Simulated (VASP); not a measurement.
Input of a VASP 6.6.1 run:

Contents of INCAR:

```
SYSTEM = H2SN2
PREC = Accurate
ENCUT = 520
EDIFF = 1E-7
ISMEAR = -1
SIGMA = 0.02
LREAL = Auto
LASPH = .True.
NELM = 60
ALGO = Normal
ISIF = 2
LWAVE = .False.
LCHARG = .False.
GGA = PE
IVDW = 12
NBANDS = 52
```

Contents of KPOINTS:

```
regular mesh
0
Gamma
  1 1 1
  0 0 0
```

File POSCAR:

```
H2SN2
1.0
    7.5172930000      0.0000000000      0.0000000000
    0.0000000000      7.5172930000      0.0000000000
    0.0000000000      0.0000000000      7.5172930000
N S H
8 4 8
Direct
   -0.1385206084      0.4935287210      1.0085146342
   -0.1049979028      0.4788957940      0.8635023272
    0.2085325130      0.7284138053      1.0412657854
    0.2483739825      0.7631204477      0.9089841250
    0.3882913703      0.0861214270      0.4019399004
    0.2518991876      0.1065410115      0.4548711883
    0.1200033044      0.6088893968      0.4096687464
    0.2171526373      0.7044956210      0.4476478434
    0.8254567169     -0.0423157645      0.8262016659
    0.7205253274      0.8532592783      0.1913055670
    0.3539438998      0.2528037686      0.8829774229
    0.7548861006      0.3784074932      0.5054745106
    0.7977472742      0.1299403921      0.8225567368
    0.9575654428      0.0107618527      0.7117189659
    0.6707201648      0.7736428526      0.3511503410
    0.7182372697      1.0225489415      0.2490391155
    0.3211927485      0.0699320886      0.8603762019
    0.3848193758      0.3022098513      0.7166143451
    0.6728485906      0.5236592481      0.4991956546
    0.8297002658      0.4231310393      0.3345885281
```

Potentials or basis: VASP PAW PBE potentials, release 64 (N, S, H).

Launch:

```bash
$ cat potpaw_PBE.64/N/POTCAR potpaw_PBE.64/S/POTCAR potpaw_PBE.64/H/POTCAR > POTCAR
$ mpirun -np 1 vasp_gam > vasp.out
```

Question: Estimate the pressure.

Answer: 2.4 GPa.

Question: What does it give for the largest force?

Answer: 8.949 eV/Å.

Forces in eV/Å, atoms in the order of the input:
```
N    0.274 -0.300 -1.349
N   -0.191  0.292  1.768
N   -1.973 -1.777  6.759
N    2.092  1.803 -6.861
N    0.360  0.002 -0.174
N   -0.485  0.082  0.088
N   -6.060 -6.055 -2.401
N    6.177  5.943  2.569
S    1.065 -0.065 -1.121
S   -0.202 -0.966  0.849
S   -0.262 -0.868  1.079
S    1.929 -2.144 -2.016
H   -0.801  1.000  0.407
H   -0.104 -0.747  0.127
H    0.117  0.802 -0.704
H   -0.101  0.018  0.285
H    0.340  1.336 -0.355
H    0.035 -0.307 -0.659
H   -1.561  2.569  0.175
H   -0.650 -0.621  1.534
```

Caveat: the standard files for N, O and F lose accuracy on very short bonds.
